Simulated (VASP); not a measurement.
OSZICAR of a VASP run on GaN (zinc blende):

**OSZICAR**
```
       N       E                     dE             d eps       ncg     rms          rms(c)
DAV:   1     0.855068151231E+02    0.85507E+02   -0.98423E+03  1358   0.251E+03
DAV:   2    -0.353561715738E+01   -0.89042E+02   -0.84700E+02  1387   0.348E+02
DAV:   3    -0.960362028608E+01   -0.60680E+01   -0.60283E+01  1372   0.841E+01
DAV:   4    -0.970306875235E+01   -0.99448E-01   -0.99383E-01  1486   0.113E+01
DAV:   5    -0.970438927180E+01   -0.13205E-02   -0.13205E-02  1362   0.118E+00    0.786E+00
DAV:   6    -0.763144670542E+01    0.20729E+01   -0.58202E+00  1863   0.505E+01    0.266E+00
DAV:   7    -0.763830510245E+01   -0.68584E-02   -0.38242E-01  1227   0.786E+00    0.177E+00
DAV:   8    -0.762909802381E+01    0.92071E-02   -0.59831E-02  1417   0.448E+00    0.712E-01
DAV:   9    -0.762467437004E+01    0.44237E-02   -0.21225E-02  1832   0.397E+00    0.167E-01
DAV:  10    -0.762483802959E+01   -0.16366E-03   -0.18960E-03  1465   0.800E-01    0.463E-02
DAV:  11    -0.762479217469E+01    0.45855E-04   -0.26943E-04  1828   0.309E-01    0.174E-02
DAV:  12    -0.762479608182E+01   -0.39071E-05   -0.24017E-05  1287   0.616E-02    0.768E-03
DAV:  13    -0.762479577752E+01    0.30431E-06   -0.11823E-06  1762   0.119E-02    0.321E-03
DAV:  14    -0.762479576863E+01    0.88858E-08   -0.14720E-07   950   0.374E-03
   1 F= -.76247958E+01 E0= -.76247958E+01  d E =-.220023E-19
```

Q: Which electronic solver shows in the log?

A: It is blocked Davidson (ALGO = Normal, or the opening steps of other solvers). The INCAR had ALGO = Normal.

Q: Can the final energy be trusted as converged?

A: Self-consistency was reached. It stopped with EDIFF = 1E-7, NELM = 100 (optB86b-vdW, plane waves, VASP's PBE PAW potentials (set 64)).

The compound is GaN in the zinc blende structure, a metastable form; wurtzite is the usual one. This cell is one point of a volume scan, at 0.94 of the reference volume.
